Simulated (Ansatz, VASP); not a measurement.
## Na2Cd: VASP beside Ansatz

```
CELL_PARAMETERS angstrom
0.00000 4.03830 4.03830
4.03830 0.00000 4.03830
4.03830 4.03830 0.00000
ATOMIC_POSITIONS crystal
Na 0.62500 0.62500 0.62500
Na 0.12500 0.62500 0.62500
Na 0.62500 0.62500 0.12500
Na 0.62500 0.12500 0.62500
Cd 0.00000 0.00000 0.00000
Cd 0.25000 0.25000 0.25000
```

Alike in both runs: task single point; functional PBE; k mesh 4 × 4 × 4; occupations gaussian, width 0.1 eV; no spin polarisation.

|  | VASP | Ansatz |
| --- | --- | --- |
| version | VASP 6.6.1 | Ansatz 0.2.0 |
| potentials or method | VASP PAW PBE potentials, release 64 (Na_pv, Cd) | scalar-relativistic, plane waves, PAW |
| plane-wave cutoff (eV) | 520 | 420 |
| valence electrons in the cell | 52 | 76 |

```csv
,VASP,Ansatz,Ansatz less VASP
gap on the k mesh at the Fermi level (eV),none,none,-
pressure (GPa),6.7,6.7,-0.06
```

A gap of «none» marks a metal or a gap that the smearing closes. The two sets of potentials don't hold the same shells in valence.
